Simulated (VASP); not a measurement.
Here is the system:

```
NaF
1.0
    0.00000     2.33577     2.33577
    2.33577     0.00000     2.33577
    2.33577     2.33577     0.00000
Na F
1 1
Cartesian
  0.00000   0.00000   0.00000
  2.33577   2.33577   2.33577
```

Level of theory: PBE GGA with D4 dispersion, VASP's PBE PAW potentials (set 64) (plane waves; VASP). Settings: 520 eV cut-off, Gaussian smearing of 0.050 eV, potentials Na_pv F.

Question: Predict the band gap (along the path) with the smallest direct gap where there is one.

Answer: 
```yaml
band gap (along the path): 6.17 eV
smallest direct gap (along the path): 6.17 eV
```

Total energies compare only between runs with the same potentials, cut-off and functional.

The compound is NaF in the rock salt structure. It was relaxed first.
